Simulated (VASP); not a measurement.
```xyz
6
Lattice="1.5805 -2.7376 0.0000 1.5805 2.7376 0.0000 0.0000 0.0000 12.3160" Properties=species:S:1:pos:R:3 pbc="T T T"
Mo     1.5805     0.9125     3.0790
Mo     1.5805    -0.9125     9.2370
S      1.5805     0.9125    10.8006
S      1.5805    -0.9125     4.6426
S      1.5805    -0.9125     1.5154
S      1.5805     0.9125     7.6734
```

Calculation: PBE GGA with D3 dispersion (zero damping), VASP's PBE PAW potentials (set 64) (plane waves; VASP). Numerical set-up: 520 eV cut-off, Gaussian smearing of 0.050 eV, potentials Mo_sv S.

Question: What does the run give for the band gap (along the path) with the smallest direct gap where there is one?

Answer: 
```
Property                                Value
------------------------------------  -------
band gap (along the path)             0.90 eV
smallest direct gap (along the path)  1.68 eV
```

Only differences to runs with the same potentials and settings are physical.

The compound is MoS2 in the 2H layered structure. It was relaxed first.
